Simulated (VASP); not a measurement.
A run of VASP 6.6.1 is set up as follows.

POSCAR

```
WSe2                                    
1.0
    3.2804836435      0.0000000007      0.0000000000
   -1.6402418705      2.8409821424      0.0000000000
    0.0000000000      0.0000000000     12.7934348696
  W               Se            
     2     4
Direct
     0.6666666699999979    0.3333333300000021    0.7500000000000000
     0.3333333300000021    0.6666666699999979    0.2500000000000000
     0.3333333300000021    0.6666666699999979    0.8818231090403117
     0.6666666699999979    0.3333333300000021    0.3818231090403117
     0.3333333300000021    0.6666666699999979    0.6181768909596883
     0.6666666699999979    0.3333333300000021    0.1181768909596883
```

File INCAR.step1:

```
PREC = Accurate ; ENCUT = 450
EDIFF = 1E-6 ; ISMEAR = 0
SIGMA = 0.02 ; LREAL = F
LASPH = T ; NELM = 120
ALGO = Normal ; ISIF = 2
LWAVE = F ; LCHARG = T
LMAXMIX = 4 ; GGA = PS
NBANDS = 35 ; KPAR = 4
```

File KPOINTS.step1:

```
Automatic mesh
0
Gamma
  12 12 4
```

INCAR.step2

```
PREC = Accurate ; ENCUT = 450
EDIFF = 1E-6 ; ISMEAR = 0
SIGMA = 0.05 ; LREAL = F
LASPH = T ; NELM = 120
ALGO = Normal ; ISIF = 2
LWAVE = F ; LCHARG = F
LMAXMIX = 4 ; GGA = PS
NBANDS = 35 ; KPAR = 4
ICHARG = 11
```

The input KPOINTS.step2:

```
path GMKGALHA,LM,KH
20
line-mode
reciprocal
 0.0000000000  0.0000000000  0.0000000000  G
 0.5000000000  0.0000000000  0.0000000000  M

 0.5000000000  0.0000000000  0.0000000000  M
 0.3333333333  0.3333333333  0.0000000000  K

 0.3333333333  0.3333333333  0.0000000000  K
 0.0000000000  0.0000000000  0.0000000000  G

 0.0000000000  0.0000000000  0.0000000000  G
 0.0000000000  0.0000000000  0.5000000000  A

 0.0000000000  0.0000000000  0.5000000000  A
 0.5000000000  0.0000000000  0.5000000000  L

 0.5000000000  0.0000000000  0.5000000000  L
 0.3333333333  0.3333333333  0.5000000000  H

 0.3333333333  0.3333333333  0.5000000000  H
 0.0000000000  0.0000000000  0.5000000000  A

 0.5000000000  0.0000000000  0.5000000000  L
 0.5000000000  0.0000000000  0.0000000000  M

 0.3333333333  0.3333333333  0.0000000000  K
 0.3333333333  0.3333333333  0.5000000000  H
```

Potentials or basis: VASP PAW PBE potentials, release 64 (W_sv, Se).

Launch:

```bash
$ cat potpaw_PBE.64/W_sv/POTCAR potpaw_PBE.64/Se/POTCAR > POTCAR
$ cp INCAR.step1 INCAR
$ cp KPOINTS.step1 KPOINTS
$ mpirun -np 4 vasp_std > vasp.out
$ cp INCAR.step2 INCAR
$ cp KPOINTS.step2 KPOINTS
$ mpirun -np 4 vasp_std > vasp.out
```

Q: Estimate the band gap on the k mesh.

A: 0.85 eV, indirect (least direct gap 1.55 eV).

Q: What does it give for the band gap along the path?

A: 0.83 eV, indirect (least direct gap 1.55 eV).

Levels at the corners of the path, in eV from the valence-band top:
```
point  band 22  band 23  band 24  band 25  band 26  band 27  band 28  band 29  band 30  band 31
    Γ    -1.45    -1.45    -1.22    -0.94     0.00     2.63     2.63     2.69     2.69     2.69
    M    -2.43    -1.50    -1.36    -1.31    -1.04     2.15     2.19     2.24     2.68     2.86
    M    -2.43    -1.50    -1.36    -1.31    -1.04     2.15     2.19     2.24     2.68     2.86
    K    -3.97    -2.54    -2.54    -0.50    -0.19     1.36     1.36     1.68     3.00     3.00
    K    -3.97    -2.54    -2.54    -0.50    -0.19     1.36     1.36     1.68     3.00     3.00
    Γ    -1.45    -1.45    -1.22    -0.94     0.00     2.63     2.63     2.69     2.69     2.69
    Γ    -1.45    -1.45    -1.22    -0.94     0.00     2.63     2.63     2.69     2.69     2.69
    A    -1.48    -1.48    -1.48    -0.20    -0.20     2.63     2.63     2.63     2.63     2.85
    A    -1.48    -1.48    -1.48    -0.20    -0.20     2.63     2.63     2.63     2.63     2.85
    L    -2.62    -1.38    -1.38    -1.20    -1.20     2.16     2.16     2.50     2.50     3.30
    L    -2.62    -1.38    -1.38    -1.20    -1.20     2.16     2.16     2.50     2.50     3.30
    H    -3.40    -2.78    -2.78    -0.37    -0.37     1.36     1.36     2.30     2.30     3.16
    H    -3.40    -2.78    -2.78    -0.37    -0.37     1.36     1.36     2.30     2.30     3.16
    A    -1.48    -1.48    -1.48    -0.20    -0.20     2.63     2.63     2.63     2.63     2.85
    L    -2.62    -1.38    -1.38    -1.20    -1.20     2.16     2.16     2.50     2.50     3.30
    M    -2.43    -1.50    -1.36    -1.31    -1.04     2.15     2.19     2.24     2.68     2.86
    K    -3.97    -2.54    -2.54    -0.50    -0.19     1.36     1.36     1.68     3.00     3.00
    H    -3.40    -2.78    -2.78    -0.37    -0.37     1.36     1.36     2.30     2.30     3.16
```

Caveat: the log is that of the step along the path at fixed density, whose energy, stress, charges and moments have no meaning; spin-orbit coupling is left out, which moves the levels of the heavy elements.

**Experimental background.**

“Time-resolved XUV ARPES with tunable 24–33 eV laser pulses at 30 meV resolution”, 2019, pmc:6684652 reports, for a bulk crystal of WSe2: band gap 1.3 eV (indirect).

A measured gap of WSe2 is 1.3 eV (indirect; “Time-resolved XUV ARPES with tunable 24–33 eV laser pulses at 30 meV resolution”, 2019, pmc:6684652); the calculated 0.83 eV misses it by -0.47 eV. Spin-orbit coupling on Se, W is left out. The value is that of PBEsol, without temperature or zero-point motion. Semilocal functionals fall short of measured gaps as a rule. The cell is a database's relaxed one, not the measured one, which moves gaps too.
